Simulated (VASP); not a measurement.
Al:

```
Al
1.0
     0.00000    2.02481    2.02481
     2.02481    0.00000    2.02481
     2.02481    2.02481    0.00000
Al
1
Direct
  0.00000 0.00000 0.00000
```

```yaml
Program: VASP 6.6.1
Task: relaxation of cell and atoms
Functional: r2SCAN
Dispersion: rVV10
Potentials_or_basis: VASP PAW PBE potentials, release 64 (Al)
Cutoff: 520 eV
k_mesh: 18 × 18 × 18
Occupations: gaussian, width 0.1 eV
Spin: no spin polarisation
```

At the start: pressure -4.1 GPa; volume 16.60 Å³/atom.

Question: Where does the relaxation end?

Answer: Over 18 steps the energy falls by 11.0 meV/atom and the volume is 15.80 Å³/atom (-4.8 %); space group Fm-3m (No. 225, to 0.05 Å).

Step by step:
```
step  energy change (eV)  largest force (eV/Å)  pressure (GPa)  volume (Å³)
   1              0.0000                0.0000           -4.13        16.60
   2             -0.0103                0.0000            1.25        15.60
   3             -0.0110                0.0000            0.04        15.79
   4             -0.0110                0.0000           -0.06        15.81
   5             -0.0110                0.0000           -0.06        15.81
   6             -0.0110                0.0000           -0.05        15.81
   7             -0.0110                0.0000           -0.05        15.81
   8             -0.0110                0.0000           -0.05        15.81
   9             -0.0110                0.0000           -0.05        15.81
  10             -0.0110                0.0000           -0.05        15.81
  11             -0.0110                0.0000           -0.05        15.81
  12             -0.0110                0.0000           -0.05        15.81
  13             -0.0110                0.0000           -0.05        15.81
  14             -0.0110                0.0000           -0.04        15.81
  15             -0.0110                0.0000           -0.04        15.81
  16             -0.0110                0.0000           -0.02        15.80
  17             -0.0110                0.0000            0.02        15.80
  18             -0.0110                0.0000            0.01        15.80
```

Final structure:
```
Al
1.0
     0.00000    1.99162    1.99162
     1.99162    0.00000    1.99162
     1.99162    1.99162    0.00000
Al
1
Direct
  0.00000 0.00000 0.00000
```

Caveat: the PAW data sets were made with another functional, which shifts forces and pressure a little.
